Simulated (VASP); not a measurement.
Wanted: an ASE script for a VASP 6.6.1 run.

```
Task                   : equation of state
Functional             : PBEsol
Dispersion             : D3(BJ)
Potentials or basis    : VASP PAW PBE potentials, release 54 (Ni, F)
Cutoff                 : 500 eV
k mesh                 : 10 × 10 × 10
Occupations            : tetrahedron
Spin                   : collinear spin, ferromagnetic start
Starting moments       : [1.0, 0.0] μB
Hubbard terms          : Ni d U = 4 eV
Monkhorst-Pack mesh    : yes
Further INCAR settings : ALGO = Normal; EDIFF = 1.00e-06
```

The structure of NiF lies in POSCAR:

```
NiF
1.0
    0.0000000000      2.3348415800      2.3348415800
    2.3348415800      0.0000000000      2.3348415800
    2.3348415800      2.3348415800      0.0000000000
Ni F
1 1
Direct
    0.0000000000      0.0000000000      0.0000000000
    0.7500000000      0.7500000000      0.7500000000
```

The cell was built by a generator and needn't be a form met in nature.

The input as run:

run.py

```python
from ase.calculators.vasp import Vasp
from ase.eos import EquationOfState
from ase.io import Trajectory
from ase.io import read
from ase.units import GPa

atoms = read('POSCAR')
atoms.set_initial_magnetic_moments([1.0, 0.0])
calc = Vasp(
    directory='calc',
    xc='pbesol',
    pp='PBE',
    setups='minimal',
    pp_version='54',
    prec='Accurate',
    encut=500,
    ediff=1e-06,
    ismear=-5,
    sigma=0.05,
    lreal=False,
    lasph=True,
    nelm=150,
    algo='Normal',
    isif=2,
    lwave=False,
    lcharg=False,
    ispin=2,
    lorbit=11,
    lmaxmix=4,
    ldautype=2,
    ldauprint=1,
    ivdw=12,
    ldau_luj={'Ni': {'L': 2, 'U': 4, 'J': 0}},
    kpts=[10, 10, 10],
    gamma=False,
)
atoms.calc = calc
cell = atoms.cell.copy()
volumes, energies = [], []
traj = Trajectory('eos.traj', 'w')
for x in [0.94, 0.96, 0.98, 1.0, 1.02, 1.04, 1.06]:
    atoms.set_cell(cell * x ** (1 / 3), scale_atoms=True)
    volumes.append(atoms.get_volume())
    energies.append(atoms.get_potential_energy())
    traj.write(atoms)
    print(f'{x:5.2f} {volumes[-1]:12.5f} {energies[-1]:14.6f}')

v0, e0, B = EquationOfState(volumes, energies, eos='sj').fit()
print(f'V0 = {v0:.4f} A^3, E0 = {e0:.6f} eV, B = {B / GPa:.2f} GPa')
```

Potentials or basis: VASP PAW PBE potentials, release 54 (Ni, F).

Command:

```console
$ python run.py
```

It gave:

```
Equilibrium volume                      : 12.38 Å³/atom
Bulk modulus                            : 98 GPa
Pressure derivative of the bulk modulus : 6.9 (rough: it moves with the points fitted)
```

Caveat: the PAW data sets were made with another functional, which shifts forces and pressure a little.

It took 6.3 min on 1 thread of Intel(R) Xeon(R) Platinum 8488C (Sapphire Rapids), on a shared host, peak memory 0.23 GiB.
